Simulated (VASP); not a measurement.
```xyz
2
Lattice="0.0000 2.9100 2.9100 2.9100 0.0000 2.9100 2.9100 2.9100 0.0000" Properties=species:S:1:pos:R:3 pbc="T T T"
Cd     0.0000     0.0000     0.0000
S      1.4550     1.4550     1.4550
```

The base run (VASP): PBE GGA, plane waves, VASP's PBE PAW potentials (set 64). Settings: 400 eV cut-off, 7×7×7 Γ-centred mesh, Gaussian smearing of 0.050 eV, potentials Cd S.

One setting is varied; ΔE counts from the base run. The base run took about 8 core-seconds. Times come from single runs on busy shared machines, so they are rough: good to a factor of about 2.

Pressures at a finite cut-off, here 400 eV, hold a Pulay part, which wasn't tested here.

```
setting           cost over the base run  electronic steps  ΔE (meV/atom)  pressure (GPa)
----------------  ----------------------  ----------------  -------------  --------------
PREC = Low          within a factor of 2                14            0.0            3.33
PREC = Normal       within a factor of 2                14            0.0            3.26
LASPH = .FALSE.     within a factor of 2                14            0.3            3.26
PREC = Single       within a factor of 2                14           -0.1            3.24
base run                       reference                14            0.0            3.25
ADDGRID = .TRUE.    within a factor of 2                14            0.0            3.25
LREAL = Auto        within a factor of 2                14           -0.6            3.25
```

Left out are runs that failed, have no time on record or changed the cell.

The compound is CdS in the zinc blende structure, a metastable form; wurtzite is the usual one. The cell was not relaxed at this level.
